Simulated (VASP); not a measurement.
VASP ran on this input.

### POSCAR
```
CuGaSe2
1
   -2.7721820000     2.7721820000     5.4455330000
    2.7721820000    -2.7721820000     5.4455330000
    2.7721820000     2.7721820000    -5.4455330000
Ga Cu Se
2 2 4
Direct
  0.5000000000   0.5000000000   0.0000000000
  0.2500000000   0.7500000000   0.5000000000
  0.0000000000   0.0000000000   0.0000000000
  0.7500000000   0.2500000000   0.5000000000
  0.8750000000   0.8750000000   0.5000000000
  0.1250000000   0.6250000000   0.0000000000
  0.3750000000   0.3750000000   0.5000000000
  0.6250000000   0.1250000000   0.0000000000
```

### INCAR
```
SYSTEM = CuGaSe2
PREC = Accurate; ENCUT = 300; LREAL = F
LASPH = T
EDIFF = 1E-6; NELM = 100; ALGO = Normal
LMAXMIX = 4
ISMEAR = -1; SIGMA = 0.025
GGA = PE
ISIF = 2
LWAVE = F; LCHARG = F
```

### KPOINTS
```
K-points
0
Gamma
  4 4 4
0 0 0
```

POTCAR, in this order: Ga_d Cu Se (PBE.64 set). Program: vasp_std.

Write an equivalent input for Ansatz.

One equivalent input (not run):
Ansatz 0.2 input:
```yaml
crystal:
  lattice:
    - [-2.7721820, 2.7721820, 5.4455330]
    - [2.7721820, -2.7721820, 5.4455330]
    - [2.7721820, 2.7721820, -5.4455330]
  atoms:
    - { symbol: Ga, position: [0.5000000, 0.5000000, 0.0000000] }
    - { symbol: Ga, position: [0.2500000, 0.7500000, 0.5000000] }
    - { symbol: Cu, position: [0.0000000, 0.0000000, 0.0000000] }
    - { symbol: Cu, position: [0.7500000, 0.2500000, 0.5000000] }
    - { symbol: Se, position: [0.8750000, 0.8750000, 0.5000000] }
    - { symbol: Se, position: [0.1250000, 0.6250000, 0.0000000] }
    - { symbol: Se, position: [0.3750000, 0.3750000, 0.5000000] }
    - { symbol: Se, position: [0.6250000, 0.1250000, 0.0000000] }
kpoints:
  mp_grid: { grid: [4, 4, 4] }
hamiltonian:
  xc: pbe
  pseudopotentials: { kind: paw }
scf:
  occupations: { method: fermi_dirac, width: 0.025 }
  max_iter: 100
output: { forces: true, stress: true, eigenvalues: true }
```
What does not carry over: each code has its own PAW files, so the cut-off isn't converted (ENCUT is set for VASP's; basis.ecutwfc is left out, and Ansatz then takes the one that its files recommend); Ansatz stops its SCF on the density residual and VASP on the energy change (EDIFF).

The structure is a typed CuGaSe2 crystal. The cell was not relaxed at this level. The run is one of a series of settings (SIGMA = 0.025 against the base run), some of them coarse on purpose.
